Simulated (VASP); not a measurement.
Here is the system:

```
CELL_PARAMETERS angstrom
      0.00000     2.62860     2.62860
      2.62860     0.00000     2.62860
      2.62860     2.62860     0.00000
ATOMIC_POSITIONS crystal
  Ru 0.00000 0.00000 0.00000
  Si 0.25000 0.25000 0.25000
```

Computed with PBEsol GGA, VASP's PBE PAW potentials (set 64) (plane waves; VASP 6.6.1). Numerical set-up: 400 eV cut-off, Gaussian smearing of 0.050 eV, potentials Ru_pv Si.

Q: Give the energies of bands 4 to 12 at the high-symmetry points, in eV from the valence-band maximum.

A: 
```csv
band,Γ,X,U,L,W
4,-9.08,-6.45,-6.52,-7.16,-6.47
5,-2.93,-4.19,-3.64,-3.18,-3.38
6,-2.93,-1.20,-1.75,-2.57,-2.06
7,-2.93,-1.15,-1.57,-2.57,-1.90
8,-0.81,-1.15,-1.06,-0.43,-0.74
9,-0.81,-0.02,-0.55,-0.43,0.00
10,7.58,1.04,0.73,0.34,0.47
11,7.92,2.04,2.17,5.28,1.60
12,7.92,2.04,3.42,5.28,3.27
```

The gap is indirect, 0.32 eV, from the valence maximum at W to the conduction minimum at L-W at 0.21.

The structure was generated: RuSi was put into the zinc blende type (F-43m), which need not be its known phase. It was relaxed first, which changed the volume by -31 %.
